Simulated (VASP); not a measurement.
VASP input:

### KPOINTS
```
Automatic mesh
0
Gamma
3 3 3
0 0 0
```

**POSCAR**
```
AgCl
1
    0.0000000000     5.2439175000     5.2439175000
    5.2439175000     0.0000000000     5.2439175000
    5.2439175000     5.2439175000     0.0000000000
Ag Cl
1 1
Direct
  0.0000000000   0.0000000000   0.0000000000
  0.5000000000   0.5000000000   0.5000000000
```

### INCAR
```
SYSTEM = AgCl
PREC = Accurate
ENCUT = 400
EDIFF = 1E-6
NELM = 100
ALGO = Normal
LREAL = .FALSE.
LASPH = .TRUE.
ISMEAR = 0
SIGMA = 0.05
GGA = PE
LMAXMIX = 4
LWAVE = .FALSE.
LCHARG = .FALSE.
ISIF = 2
```

POTCAR, in this order: Ag Cl (PBE.64 set). Program: vasp_std.

The resulting files:

File standard output:
```
 POSCAR found type information on POSCAR AgCl
 POSCAR found :  2 types and       2 ions
 Reading from existing POTCAR
 Reading from existing POTCAR
 LDA part: xc-table for (Slater+PW92), standard interpolation
 POSCAR, INCAR and KPOINTS ok, starting setup
 WAVECAR not read
 entering main loop
       N       E                     dE             d eps       ncg     rms          rms(c)
DAV:   1     0.108134970795E+03    0.10813E+03   -0.46784E+03   104   0.759E+02
DAV:   2     0.876516077336E+01   -0.99370E+02   -0.94611E+02   182   0.146E+02
DAV:   3    -0.407972863326E+01   -0.12845E+02   -0.12789E+02   114   0.689E+01
DAV:   4    -0.424163500750E+01   -0.16191E+00   -0.16188E+00   109   0.911E+00
DAV:   5    -0.424521576533E+01   -0.35808E-02   -0.35807E-02   114   0.142E+00    0.359E+00
DAV:   6    -0.232071958769E+01    0.19245E+01   -0.21942E+00   104   0.662E+00    0.271E+00
DAV:   7    -0.210059929046E+01    0.22012E+00   -0.61450E+00   104   0.367E+00    0.587E+00
DAV:   8    -0.307279273529E+01   -0.97219E+00   -0.72179E+00   104   0.826E+00    0.276E+00
DAV:   9    -0.279470650804E+01    0.27809E+00   -0.13085E-01   104   0.156E+00    0.259E+00
DAV:  10    -0.322814091100E+01   -0.43343E+00   -0.62980E-02   104   0.107E+00    0.292E+00
DAV:  11    -0.309526494650E+01    0.13288E+00   -0.49460E-03   114   0.587E-01    0.284E+00
DAV:  12    -0.204100615670E+01    0.10543E+01   -0.49412E-01   104   0.341E+00    0.191E+00
DAV:  13    -0.177657642250E+01    0.26443E+00   -0.15896E+00   104   0.265E+00    0.364E+00
DAV:  14    -0.163237393341E+01    0.14420E+00   -0.10191E-01   104   0.109E+00    0.546E-01
DAV:  15    -0.213365110986E+01   -0.50128E+00   -0.37312E-01   104   0.253E+00    0.205E+00
DAV:  16    -0.163068105406E+01    0.50297E+00   -0.31304E-01   104   0.217E+00    0.342E-01
DAV:  17    -0.186728575184E+01   -0.23660E+00   -0.10817E-01   104   0.148E+00    0.165E+00
DAV:  18    -0.164183383711E+01    0.22545E+00   -0.75705E-02   104   0.112E+00    0.649E-01
DAV:  19    -0.169038085969E+01   -0.48547E-01   -0.81750E-03   104   0.401E-01    0.113E+00
DAV:  20    -0.162808261450E+01    0.62298E-01   -0.25345E-02   104   0.674E-01    0.242E-01
DAV:  21    -0.164369438264E+01   -0.15612E-01   -0.73325E-03   104   0.394E-01    0.694E-01
DAV:  22    -0.162779697102E+01    0.15897E-01   -0.55346E-03   104   0.350E-01    0.202E-01
DAV:  23    -0.163117592281E+01   -0.33790E-02   -0.17995E-03   104   0.210E-01    0.384E-01
DAV:  24    -0.162712773623E+01    0.40482E-02   -0.65226E-04   104   0.135E-01    0.453E-02
DAV:  25    -0.162748851885E+01   -0.36078E-03   -0.70455E-05   104   0.423E-02    0.133E-01
DAV:  26    -0.162719050441E+01    0.29801E-03   -0.15355E-04   104   0.663E-02    0.813E-02
DAV:  27    -0.162713988882E+01    0.50616E-04   -0.89726E-05   104   0.457E-02    0.559E-02
DAV:  28    -0.162706938198E+01    0.70507E-04   -0.10556E-05   104   0.197E-02    0.606E-03
DAV:  29    -0.162707956398E+01   -0.10182E-04   -0.26347E-06   104   0.688E-03    0.224E-02
DAV:  30    -0.162707548633E+01    0.40776E-05   -0.60904E-06   104   0.125E-02    0.186E-02
DAV:  31    -0.162707003266E+01    0.54537E-05   -0.87507E-07    72   0.561E-03    0.514E-03
DAV:  32    -0.162706980797E+01    0.22469E-06   -0.79066E-08    52   0.159E-03
   1 F= -.16270698E+01 E0= -.16264520E+01  d E =-.123557E-02
```

**OUTCAR**
```
------------------------ aborting loop because EDIFF is reached ----------------------------------------
  FORCE on cell =-STRESS in cart. coord.  units (eV):
  Direction    XX          YY          ZZ          XY          YZ          ZX
  --------------------------------------------------------------------------------------
  Total       -1.2424227     -1.2424227     -1.2424227      0.0000000      0.0000000     -0.0000000
  in kB       -6.9021184     -6.9021184     -6.9021184      0.0000000      0.0000000     -0.0000000
  external PRESSURE =      -6.9021184 kB  Pullay stress =       0.0000000 kB
  volume of cell :      288.40
      direct lattice vectors                 reciprocal lattice vectors
     0.000000000  5.243917500  5.243917500    -0.095348563  0.095348563  0.095348563
     5.243917500  0.000000000  5.243917500     0.095348563 -0.095348563  0.095348563
     5.243917500  5.243917500  0.000000000     0.095348563  0.095348563 -0.095348563
  FREE ENERGIE OF THE ION-ELECTRON SYSTEM (eV)
  ---------------------------------------------------
  free  energy   TOTEN  =        -1.6270698080 eV

  energy  without entropy=       -1.6258342369  energy(sigma->0) =       -1.62645202
```
(Selected blocks of OUTCAR.)

### Question
The run ends quietly. Is anything wrong with it?

### Answer
The cause: the lattice was typed in bohr, and VASP reads ångström. The run ends without an error. Against the sound run, the energy per atom (σ→0) rises by 1.884 eV/atom; the pressure falls by 1.90 GPa; the band gap drops by 0.76 eV; the volume increases by 570 %. To mend it, correct POSCAR, correct KPOINTS.
File POSCAR:
```
AgCl
1
    0.0000000000     2.7750000000     2.7750000000
    2.7750000000     0.0000000000     2.7750000000
    2.7750000000     2.7750000000     0.0000000000
Ag Cl
1 1
Direct
  0.0000000000   0.0000000000   0.0000000000
  0.5000000000   0.5000000000   0.5000000000
```
File KPOINTS:
```
Automatic mesh
0
Gamma
6 6 6
0 0 0
```
The mended run (PBE GGA, plane waves, VASP's PBE PAW potentials (set 64)) converges, and its OSZICAR ends with
```
   1 F= -.53946303E+01 E0= -.53946303E+01  d E =-.351543E-13
```

The compound is AgCl in the rock salt structure. The cell was not relaxed at this level.
